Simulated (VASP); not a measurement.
Here is the system:

```yaml
crystal:
  lattice:
    - [4.20441, 0.00000, 0.00000]
    - [0.00000, 4.20441, 0.00000]
    - [0.00000, 0.00000, 4.20441]
  atoms:
    - { symbol: Y, position: [0.00000, 0.00000, 0.00000] }
    - { symbol: Al, position: [0.00000, 0.50000, 0.50000] }
    - { symbol: Al, position: [0.50000, 0.00000, 0.50000] }
    - { symbol: Al, position: [0.50000, 0.50000, 0.00000] }
```

Method: LDA (Ceperley-Alder, Perdew-Zunger), VASP's LDA PAW potentials (set 64) (plane waves; VASP). Run with 300 eV cut-off, 6×6×6 Γ-centred mesh, Fermi-Dirac smearing of 0.10 eV, potentials Y_sv Al.

At this cut-off the stress carries a Pulay error, which pulls relaxed volumes low.

Task: What does the run give for the energy per atom (σ→0), pressure, band gap (on the k-mesh) with the smallest direct gap where there is one?

Result: 
```
Property                                                    Result
------------------------  ----------------------------------------
band gap (on the k-mesh)  none (metal, semimetal or under 0.01 eV)
energy per atom (σ→0)                               -5.346 eV/atom
pressure                                                 -1.15 GPa
```

Total energies compare only between runs with the same potentials, cut-off and functional.

The structure comes from a computed database's YAl3 entry (Pm-3m); how it stands against other phases isn't given here. The cell was not relaxed at this level.
